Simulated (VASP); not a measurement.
The system is Mo.

```
Mo
1.0
    -1.57342    1.57342    1.57342
     1.57342   -1.57342    1.57342
     1.57342    1.57342   -1.57342
Mo
1
Direct
  0.00000 0.00000 0.00000
```

- Program: VASP 6.6.1
- Task: relaxation of cell and atoms
- Functional: RPBE
- Potentials or basis: VASP PAW PBE potentials, release 64 (Mo_sv)
- Cutoff: 600 eV
- k mesh: 16 × 16 × 16
- Occupations: methfessel-paxton, width 0.1 eV
- Spin: no spin polarisation

At the start: pressure 7.3 GPa; volume 15.58 Å³/atom.

Problem. Where does the relaxation end?

Solution. Over 4 steps the energy falls by 9.5 meV/atom and the volume is 16.01 Å³/atom (+2.8 %); space group Im-3m (No. 229, to 0.05 Å).

Step by step:
| step | energy change (eV) | largest force (eV/Å) | pressure (GPa) | volume (Å³) |
| --- | --- | --- | --- | --- |
| 1 | 0.0000 | 0.0000 | 7.27 | 15.58 |
| 2 | 0.0540 | 0.0000 | -15.61 | 17.23 |
| 3 | -0.0095 | 0.0000 | -0.18 | 16.02 |
| 4 | -0.0095 | 0.0000 | -0.02 | 16.01 |

Final structure:
```cif
data_structure
_symmetry_space_group_name_H-M 'P 1'
_symmetry_Int_Tables_number 1
_cell_length_a 2.7502
_cell_length_b 2.7502
_cell_length_c 2.7502
_cell_angle_alpha 109.471
_cell_angle_beta 109.471
_cell_angle_gamma 109.471
_cell_volume 16.01
loop_
_atom_site_label
_atom_site_type_symbol
_atom_site_fract_x
_atom_site_fract_y
_atom_site_fract_z
_atom_site_occupancy
Mo1 Mo 0.00000 0.00000 0.00000 1
```

Caveat: the PAW data sets were made with another functional, which shifts forces and pressure a little.
